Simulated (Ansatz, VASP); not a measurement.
## K2Ti: VASP beside Ansatz

```xyz
3
Lattice="-1.7144 1.7144 10.0664 1.7144 -1.7144 10.0664 1.7144 1.7144 -10.0664" Properties=species:S:1:pos:R:3 pbc="T T T"
K     0.0000    0.0000   12.9790
K     0.0000    0.0000    7.1539
Ti    0.0000    0.0000    0.0000
```

Alike in both runs: functional PBE; k mesh 6 × 6 × 6; occupations gaussian, width 0.1 eV; no spin polarisation.

Ansatz relaxed the structure, and its values are those at the end. VASP's run is a single point on that final structure, the one shown.

|  | VASP | Ansatz |
| --- | --- | --- |
| version | VASP 6.6.1 | Ansatz 0.2.0 |
| potentials or method | VASP PAW PBE potentials, release 64 (K_sv, Ti_sv) | scalar-relativistic, plane waves, PAW |
| plane-wave cutoff (eV) | 520 | 420 |
| valence electrons in the cell | 30 | 30 |

|  | VASP | Ansatz | Ansatz less VASP |
| --- | --- | --- | --- |
| gap on the k mesh at the Fermi level (eV) | none | none | - |
| pressure (GPa) | 0.0 | 0.0 | 0.00 |

A gap of «none» marks a metal or a gap that the smearing closes. The functional is the same, so the differences come from potentials, cutoffs and numerics.

Caveats: the k mesh is coarse (spacing up to 0.43 Å⁻¹), so the values aren't converged.
